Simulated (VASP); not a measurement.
Consider the following.

```yaml
crystal:
  lattice:
    - [0.00000, 2.71490, 2.71490]
    - [2.71490, 0.00000, 2.71490]
    - [2.71490, 2.71490, 0.00000]
  atoms:
    - { symbol: Ce, position: [0.00000, 0.00000, 0.00000] }
    - { symbol: O, position: [0.25000, 0.25000, 0.25000] }
    - { symbol: O, position: [0.75000, 0.75000, 0.75000] }
```

These are PBE GGA with D4 dispersion, VASP's PBE PAW potentials (set 64) (plane waves; VASP 6.6.1) values and carry that method's errors. Settings: 520 eV cut-off, 8×8×8 Γ-centred mesh, tetrahedra with Blöchl corrections, potentials Ce O.

Tabulate the total density of states (states/eV per cell) against energy (eV; zero at the valence-band maximum or, without a gap, the Fermi level).

| E (eV) | DOS (states/eV) |
|---|---|
| -9.96 | 0.00 |
| -9.78 | 0.00 |
| -9.59 | 0.00 |
| -9.41 | 0.00 |
| -9.22 | 0.00 |
| -9.04 | 0.00 |
| -8.85 | 0.00 |
| -8.66 | 0.00 |
| -8.48 | 0.00 |
| -8.29 | 0.00 |
| -8.11 | 0.00 |
| -7.92 | 0.00 |
| -7.74 | 0.00 |
| -7.55 | 0.00 |
| -7.37 | 0.00 |
| -7.18 | 0.00 |
| -7.00 | 0.00 |
| -6.81 | 0.00 |
| -6.63 | 0.00 |
| -6.44 | 0.00 |
| -6.35 | 0.00 |
| -6.16 | 0.00 |
| -5.98 | 0.00 |
| -5.79 | 0.00 |
| -5.61 | 0.00 |
| -5.42 | 0.00 |
| -5.24 | 0.00 |
| -5.05 | 0.00 |
| -4.87 | 0.00 |
| -4.68 | 0.00 |
| -4.50 | 0.00 |
| -4.31 | 0.00 |
| -4.12 | 0.00 |
| -3.94 | 0.00 |
| -3.75 | 0.18 |
| -3.57 | 0.88 |
| -3.38 | 1.41 |
| -3.20 | 2.01 |
| -3.01 | 3.33 |
| -2.83 | 4.71 |
| -2.64 | 4.23 |
| -2.46 | 1.89 |
| -2.27 | 2.64 |
| -2.09 | 4.44 |
| -1.90 | 3.36 |
| -1.72 | 2.80 |
| -1.53 | 2.57 |
| -1.35 | 2.72 |
| -1.16 | 3.90 |
| -0.97 | 4.10 |
| -0.79 | 6.12 |
| -0.60 | 3.09 |
| -0.42 | 4.39 |
| -0.23 | 5.55 |
| -0.05 | 0.67 |
| 0.14 | 0.00 |
| 0.32 | 0.00 |
| 0.51 | 0.00 |
| 0.69 | 0.00 |
| 0.88 | 0.00 |
| 0.97 | 0.00 |
| 1.16 | 0.00 |
| 1.34 | 0.00 |
| 1.53 | 0.00 |
| 1.71 | 0.00 |
| 1.90 | 0.53 |
| 2.08 | 22.3 |
| 2.27 | 19.6 |
| 2.45 | 2.23 |
| 2.64 | 0.00 |
| 2.82 | 0.00 |
| 3.01 | 0.00 |
| 3.20 | 0.00 |
| 3.38 | 0.00 |
| 3.57 | 0.00 |
| 3.75 | 0.00 |
| 3.94 | 0.00 |
| 4.12 | 0.00 |
| 4.31 | 0.00 |
| 4.49 | 0.00 |
Within 2 eV below the valence-band maximum the largest weight inside VASP's projection spheres is O p.

The compound is CeO2 in the fluorite structure. It was relaxed first. The run is not spin-polarised, so no magnetic state was tried.
